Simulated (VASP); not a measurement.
Output of a VASP run:

**OSZICAR**
```
       N       E                     dE             d eps       ncg     rms          rms(c)
DAV:   1     0.442379324586E+02    0.44238E+02   -0.36795E+03   896   0.860E+02
DAV:   2     0.218462568570E+00   -0.44019E+02   -0.43964E+02   896   0.214E+02
DAV:   3    -0.102202482579E+01   -0.12405E+01   -0.12388E+01  1496   0.324E+01
DAV:   4    -0.104547168151E+01   -0.23447E-01   -0.23429E-01  1344   0.322E+00
DAV:   5    -0.104571913184E+01   -0.24745E-03   -0.24741E-03  1592   0.221E-01    0.215E+00
DAV:   6    -0.104601314126E+01   -0.29401E-03   -0.13953E-03  1416   0.279E-01    0.132E+00
DAV:   7    -0.104688875966E+01   -0.87562E-03   -0.35414E-03  1376   0.442E-01    0.538E-02
DAV:   8    -0.104701269507E+01   -0.12394E-03   -0.15522E-04  1400   0.161E-01    0.165E-02
DAV:   9    -0.104703723725E+01   -0.24542E-04   -0.32314E-05  1384   0.438E-02    0.508E-03
DAV:  10    -0.104703767895E+01   -0.44170E-06   -0.27992E-06  1464   0.143E-02    0.145E-03
DAV:  11    -0.104703774521E+01   -0.66255E-07   -0.10894E-07  1296   0.351E-03
   1 F= -.10470377E+01 E0= -.10470377E+01  d E =0.000000E+00
```

**OUTCAR**
```
------------------------ aborting loop because EDIFF is reached ----------------------------------------
  FORCE on cell =-STRESS in cart. coord.  units (eV):
  Direction    XX          YY          ZZ          XY          YZ          ZX
  --------------------------------------------------------------------------------------
  Total       -0.0030044     -0.0030044     -0.0030044     -0.0000000      0.0000000     -0.0000000
  in kB       -0.0654021     -0.0654021     -0.0654021     -0.0000000      0.0000000     -0.0000000
  external PRESSURE =      -0.0654021 kB  Pullay stress =       0.0000000 kB
  volume of cell :       73.60
      direct lattice vectors                 reciprocal lattice vectors
    -2.640000000  2.640000000  2.640000000     0.000000000  0.189393939  0.189393939
     2.640000000 -2.640000000  2.640000000     0.189393939  0.000000000  0.189393939
     2.640000000  2.640000000 -2.640000000     0.189393939  0.189393939  0.000000000
 POSITION                                       TOTAL-FORCE (eV/Angst)
 -----------------------------------------------------------------------------------
      0.00000      0.00000      0.00000         0.000000     -0.000000      0.000000
 -----------------------------------------------------------------------------------
    total drift:                               -0.000000     -0.000000      0.000000
  FREE ENERGIE OF THE ION-ELECTRON SYSTEM (eV)
  ---------------------------------------------------
  free  energy   TOTEN  =        -1.0470377452 eV

  energy  without entropy=       -1.0470377452  energy(sigma->0) =       -1.04703775

 total charge

# of ion       s       p       d       tot
------------------------------------------
    1        1.980   5.547   0.005   7.532
```
(Selected blocks of OUTCAR.)

### POSCAR
```
K
1
   -2.6400000000     2.6400000000     2.6400000000
    2.6400000000    -2.6400000000     2.6400000000
    2.6400000000     2.6400000000    -2.6400000000
K
1
Direct
  0.0000000000   0.0000000000   0.0000000000
```

Question: Write an INCAR and KPOINTS that could have produced this output.

Answer: One answer among several that fit: the input of the run itself, PW91 GGA, plane waves, VASP's PBE PAW potentials (set 64).

File KPOINTS:
```
kpoints
0
gamma
  11 11 11
0 0 0
```

### INCAR
```
ENCUT = 520
PREC = Accurate
EDIFF = 1E-7
SYSTEM = K
ALGO = Normal   # blocked Davidson
LASPH = .True.   # aspherical one-centre terms
ISMEAR = -5   # tetrahedra, Bloechl
GGA = 91   # PW91
NEDOS = 601
ISIF = 2   # forces and stress, cell fixed
LORBIT = 11   # lm-projected
LREAL = .False.
LCHARG = .True.
LWAVE = .False.
NELM = 100
```

POTCAR, in this order: K_sv (PBE.64 set). Program: vasp_std.

For a metal the tetrahedron method with Blöchl corrections gives inexact stress and forces.

The compound is K in the bcc structure. The cell was not relaxed at this level.
